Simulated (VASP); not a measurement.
Write the native input for VASP 6.6.1 that does the following.

* Task: single point
* Functional: r2SCAN
* Dispersion: D3(BJ)
* Potentials or basis: VASP PAW PBE potentials, release 64 (Cl, In_d)
* Cutoff: 520 eV
* k mesh: 1 × 1 × 1
* Occupations: gaussian, width 0.01 eV
* Spin: no spin polarisation
* Further INCAR settings: ALGO = Normal; EDIFF = 1e-06

The structure of Cl3In lies in POSCAR:

```
InCl3
1.0
   11.0000000000      0.0000000000      0.0000000000
    0.0000000000     13.0000000000      0.0000000000
    0.0000000000      0.0000000000     13.0000000000
Cl In
3 1
Cartesian
    5.1881500000      7.3259500600      8.4474000000
    6.4069500000      4.8192500200      5.6185000300
    4.6190500400      8.2227499900      4.6206000100
    5.4054500500      6.7896500100      6.2284999400
```

One way to write it, as run:

INCAR

```
SYSTEM = InCl3
  ALGO = Normal
  EDIFF = 1E-6
  ENCUT = 520
  ISIF = 2
  ISMEAR = 0
  IVDW = 12
  LASPH = .True.
  LCHARG = .True.
  LELF = .True.
  LMIXTAU = .True.
  LREAL = .False.
  LVACPOTAV = .True.
  LVHAR = .True.
  LWAVE = .False.
  METAGGA = R2SCAN
  NELM = 80
  PREC = Accurate
  SIGMA = 0.01
  VDW_A1 = 0.49484001
  VDW_A2 = 5.73083694
  VDW_S6 = 1.0
  VDW_S8 = 0.78981345
```

KPOINTS

```
k-points
0
Gamma
  1 1 1
  0 0 0
```

Potentials or basis: VASP PAW PBE potentials, release 64 (Cl, In_d).

Launch:

```bash
$ cat potpaw_PBE.64/Cl/POTCAR potpaw_PBE.64/In_d/POTCAR > POTCAR
$ mpirun -np 1 vasp_gam > vasp.out
```

Results of the run:

* Largest force: 0.084 eV/Å
* Gap between the frontier levels: 4.86 eV
* Dispersion energy per atom: -0.009 eV

Caveat: the PAW data sets were made with another functional, which shifts forces and pressure a little; spin-orbit coupling is left out, which moves the levels of the heavy elements.

It took 9.1 min on 1 thread of Intel(R) Xeon(R) Platinum 8488C (Sapphire Rapids), with other jobs on the host, peak memory 1.6 GiB.
